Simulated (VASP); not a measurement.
A convergence study with VASP on GaN (zinc blende): one setting is varied, all else stays as given below, so the limit is that of these other settings. The cell's lengths are 1 % over those of the tabulated start and one atom is moved, so it is off equilibrium.

```yaml
crystal:
  lattice:
    - [0.00000, 2.28260, 2.28260]
    - [2.28260, 0.00000, 2.28260]
    - [2.28260, 2.28260, 0.00000]
  atoms:
    - { symbol: Ga, position: [0.00000, 0.00000, 0.00000] }
    - { symbol: N, position: [0.23673, 0.26327, 0.26327] }
```

All values below come from LDA (Ceperley-Alder, Perdew-Zunger), VASP's LDA PAW potentials (set 64) (plane waves; VASP). The tightest run used: 1000 eV cut-off, 11×11×11 Γ-centred mesh, Gaussian smearing of 0.050 eV, potentials Ga_d N.

Gaps are read on the run's mesh, which can miss a band edge.

The settings run are ENCUT = 250; ENCUT = 350; ENCUT = 450; ENCUT = 550; ENCUT = 650; ENCUT = 700; ENCUT = 750; ENCUT = 800; ENCUT = 850; ENCUT = 1000. From which on does the energy per atom stay within 0.01 eV/atom of the tightest run?

From ENCUT = 350 on: it is off by 0.0069 there and by no more than 0.01 in any finer run, while ENCUT = 250 is off by 0.0315.
```csv
setting,E (eV/atom),pressure (GPa),gap on the mesh (eV),plane waves,difference judged (eV/atom)
ENCUT = 250,-6.9029,-56.22,0.785,220,0.0315
ENCUT = 350,-6.9274,-19.98,1.341,365,0.0069
ENCUT = 450,-6.9331,-12.31,1.386,532,0.0012
ENCUT = 550,-6.9324,-11.41,1.386,725,0.0019
ENCUT = 650,-6.9330,-11.56,1.386,911,0.0013
ENCUT = 700,-6.9335,-11.55,1.387,1011,0.0008
ENCUT = 750,-6.9339,-11.49,1.387,1129,0.0005
ENCUT = 800,-6.9342,-11.44,1.387,1243,0.0001
ENCUT = 850,-6.9343,-11.40,1.388,1363,0.0000
ENCUT = 1000,-6.9343,-11.36,1.388,1731,0.0000
```

Left out are rungs that failed or repeat a setting and relaxations that didn't move; long series are thinned to 24 rows.

The compound is GaN in the zinc blende structure, a metastable form; wurtzite is the usual one. The cell was not relaxed at this level, it is distorted from the ideal structure.
